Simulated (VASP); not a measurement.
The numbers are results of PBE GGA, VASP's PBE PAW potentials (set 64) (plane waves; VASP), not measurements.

A VASP calculation is set up with these files.

KPOINTS:
```
Automatic mesh
0
Gamma
5 5 5
0 0 0
```

**INCAR**
```
# general
SYSTEM  = Ce
PREC    = Accurate
ENCUT   = 300   # plane-wave cut-off (eV)
LREAL   = .FALSE.
LASPH   = .TRUE.   # aspherical one-centre terms

# electronic loop
EDIFF   = 1E-6
NELM    = 100   # most electronic steps
ALGO    = Normal   # blocked Davidson
LMAXMIX = 6

# smearing
ISMEAR  = -1
SIGMA   = 0.1   # width (eV)

# functional
GGA     = PE   # PBE

# spin
ISPIN   = 2   # spin-polarised
MAGMOM  = 1.0

# ions
ISIF    = 2   # forces and stress, cell fixed

# output
LWAVE   = .FALSE.
LCHARG  = .FALSE.
LORBIT  = 11   # lm-projected
```

File POSCAR:
```
Ce
1
    3.3757400000     0.0000000000     0.0000000000
    0.0000000000     3.3757400000     0.0000000000
    0.0000000000     0.0000000000     3.3757400000
Ce
1
Direct
  0.0000000000   0.0000000000   0.0000000000
```

POTCAR, in this order: Ce (PBE.64 set). Program: vasp_std.

What VASP printed:

File OUTCAR:
```
 ion  position               nearest neighbor table
   1  0.000  0.000  0.000-
  LATTYP: Found a simple cubic cell.
 ALAT       =     3.3757400000
 Subroutine PRICEL returns:
 Original cell was already a primitive cell.
 Subroutine GETGRP returns: Found 48 space group operations
The static configuration has the point symmetry O_h .
The dynamic configuration has the point symmetry O_h .
The overall configuration has the point symmetry O_h .
 Subroutine INISYM returns: Found 48 space group operations
 Subroutine IBZKPT returns following result:
 Found     10 irreducible k-points:

 Following reciprocal coordinates:
            Coordinates               Weight
  0.000000  0.000000  0.000000      1.000000
  0.200000  0.000000  0.000000      6.000000
  0.400000  0.000000  0.000000      6.000000
  0.200000  0.200000  0.000000     12.000000
  0.400000  0.200000  0.000000     24.000000
  0.400000  0.400000  0.000000     12.000000
  0.200000  0.200000  0.200000      8.000000
  0.400000  0.200000  0.200000     24.000000
  0.400000  0.400000  0.200000     24.000000
  0.400000  0.400000  0.400000      8.000000
   k-points           NKPTS =     10   k-points in BZ     NKDIM =     10   number of bands    NBANDS=     11
   number of dos      NEDOS =    301   number of ions     NIONS =      1
   total plane-waves  NPLWV =   8000
   dimension x,y,z NGX =    20 NGY =   20 NGZ =   20
   dimension x,y,z NGXF=    40 NGYF=   40 NGZF=   40
   ions per type =               1
   PREC   = accura    normal or accurate (medium, high low for compatibility)
   ISTART =      0    job   : 0-new  1-cont  2-samecut
   ICHARG =      2    charge: 1-file 2-atom 10-const
   ISPIN  =      2    spin polarized calculation?
   LNONCOLLINEAR =      F non collinear calculations
   LSORBIT =      F    spin-orbit coupling
   INIWAV =      1    electr: 0-lowe 1-rand  2-diag
   ENCUT  =  300.0 eV  22.05 Ry    4.70 a.u.   4.77  4.77  4.77*2*pi/ulx,y,z
...
```

OSZICAR:
```
       N       E                     dE             d eps       ncg     rms          rms(c)
DAV:   1     0.904628219287E+02    0.90463E+02   -0.34519E+03   440   0.795E+02
DAV:   2     0.458477475467E+00   -0.90004E+02   -0.87676E+02   632   0.182E+02
DAV:   3    -0.474987079944E+01   -0.52083E+01   -0.50514E+01   488   0.585E+01
DAV:   4    -0.524083851429E+01   -0.49097E+00   -0.44876E+00   848   0.127E+01
DAV:   5    -0.525257816933E+01   -0.11740E-01   -0.11543E-01   720   0.218E+00    0.399E+00
DAV:   6    -0.573626195830E+01   -0.48368E+00   -0.51595E+00   758   0.114E+01    0.100E+01
DAV:   7    -0.525452184943E+01    0.48174E+00   -0.29325E+00   728   0.108E+01    0.176E+00
DAV:   8    -0.526353237871E+01   -0.90105E-02   -0.48804E-02   712   0.135E+00    0.108E+00
DAV:   9    -0.526457532061E+01   -0.10429E-02   -0.16044E-02   729   0.735E-01    0.524E-01
DAV:  10    -0.526493916016E+01   -0.36384E-03   -0.55139E-03   816   0.398E-01    0.150E-01
DAV:  11    -0.526510452202E+01   -0.16536E-03   -0.57517E-04   772   0.131E-01    0.113E-01
DAV:  12    -0.526529095584E+01   -0.18643E-03   -0.71758E-04   719   0.132E-01    0.124E-01
DAV:  13    -0.526521677536E+01    0.74180E-04   -0.33193E-04   799   0.916E-02    0.238E-02
DAV:  14    -0.526522470587E+01   -0.79305E-05   -0.10512E-04   748   0.177E-02    0.101E-02
DAV:  15    -0.526523771709E+01   -0.13011E-04   -0.12216E-04   692   0.114E-02    0.366E-03
DAV:  16    -0.526524973368E+01   -0.12017E-04   -0.11250E-04   361   0.739E-03    0.680E-03
DAV:  17    -0.526525816735E+01   -0.84337E-05   -0.83050E-05   346   0.758E-03    0.117E-03
DAV:  18    -0.526526455889E+01   -0.63915E-05   -0.62531E-05   334   0.327E-03    0.430E-04
DAV:  19    -0.526526912066E+01   -0.45618E-05   -0.45022E-05   337   0.254E-03    0.383E-04
DAV:  20    -0.526527353948E+01   -0.44188E-05   -0.43500E-05   334   0.222E-03    0.677E-04
DAV:  21    -0.526527513550E+01   -0.15960E-05   -0.16207E-05   337   0.250E-03    0.524E-04
DAV:  22    -0.526527638716E+01   -0.12517E-05   -0.12285E-05   316   0.220E-03    0.234E-04
DAV:  23    -0.526527707766E+01   -0.69050E-06   -0.68909E-06   292   0.139E-03
   1 F= -.52652771E+01 E0= -.51696812E+01  d E =-.191192E+00  mag=     1.5292
```

File OUTCAR:
```
------------------------ aborting loop because EDIFF is reached ----------------------------------------
  FORCE on cell =-STRESS in cart. coord.  units (eV):
  Direction    XX          YY          ZZ          XY          YZ          ZX
  --------------------------------------------------------------------------------------
  Total       -1.3746672     -1.3746672     -1.3746672      0.0000000      0.0000000     -0.0000000
  in kB      -57.2533869    -57.2533869    -57.2533869      0.0000000      0.0000000     -0.0000000
  external PRESSURE =     -57.2533869 kB  Pullay stress =       0.0000000 kB
  volume of cell :       38.47
      direct lattice vectors                 reciprocal lattice vectors
     3.375740000  0.000000000  0.000000000     0.296231345  0.000000000  0.000000000
     0.000000000  3.375740000  0.000000000     0.000000000  0.296231345  0.000000000
     0.000000000  0.000000000  3.375740000     0.000000000  0.000000000  0.296231345
 POSITION                                       TOTAL-FORCE (eV/Angst)
 -----------------------------------------------------------------------------------
      0.00000      0.00000      0.00000         0.000000      0.000000      0.000000
 -----------------------------------------------------------------------------------
    total drift:                               -0.000000     -0.000000     -0.000000
  FREE ENERGIE OF THE ION-ELECTRON SYSTEM (eV)
  ---------------------------------------------------
  free  energy   TOTEN  =        -5.2652770777 eV

  energy  without entropy=       -5.0740854061  energy(sigma->0) =       -5.16968124

 total charge

# of ion       s       p       d       f       tot
--------------------------------------------------
    1        2.038   5.612   0.961   1.085   9.696

 magnetization (x)

# of ion       s       p       d       f       tot
--------------------------------------------------
    1        0.014  -0.003   0.283   0.931   1.224
```
(Selected blocks of OUTCAR.)

At this cut-off the stress carries a Pulay error, which pulls relaxed volumes low.

The structure was generated: Ce was put into an ordered model structure, which need not be its known phase. The cell was not relaxed at this level. The k-mesh is coarse (spacing up to 0.37 per Å, 2π included), so the numbers may not be converged in it. The run is one of a series of settings (KPOINTS 5×5×5 Γ-centred mesh against the base run), some of them coarse on purpose. VASP warned that the highest band is occupied, so more bands are needed.
